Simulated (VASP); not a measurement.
Data:

```yaml
crystal:
  lattice:
    - [3.81205, 0.00000, 0.00000]
    - [0.00000, 3.81205, 0.00000]
    - [0.00000, 0.00000, 3.81205]
  atoms:
    - { symbol: Sr, position: [0.00000, 0.00000, 0.00000] }
```

The numbers are results of r2SCAN meta-GGA with spin-orbit coupling, VASP's PBE PAW potentials (set 64) (plane waves; VASP), not measurements. Numerical set-up: 400 eV cut-off, 9×9×9 Γ-centred mesh, Gaussian smearing of 0.050 eV, potentials Sr_sv.

**Question.** Give the energies of bands 9 to 17 at the high-symmetry points, in eV from the Fermi level.

**Answer.** 
| band | Γ | X | M | R |
|---|---|---|---|---|
| 9 | -3.61 | -1.11 | -0.59 | 0.56 |
| 10 | -3.61 | -1.11 | -0.59 | 0.56 |
| 11 | 0.93 | -0.32 | 1.07 | 0.56 |
| 12 | 0.93 | -0.32 | 1.07 | 0.56 |
| 13 | 0.93 | 1.58 | 2.41 | 0.59 |
| 14 | 0.93 | 1.58 | 2.41 | 0.59 |
| 15 | 5.37 | 3.39 | 2.54 | 4.73 |
| 16 | 5.37 | 3.39 | 2.54 | 4.73 |
| 17 | 5.39 | 3.42 | 3.88 | 5.60 |

It has no gap at this level: it comes out as a metal or semimetal.

The structure was generated: Sr was put into the simple-cubic type (Pm-3m), which need not be its known phase. It was relaxed first, which changed the volume by -12 %.
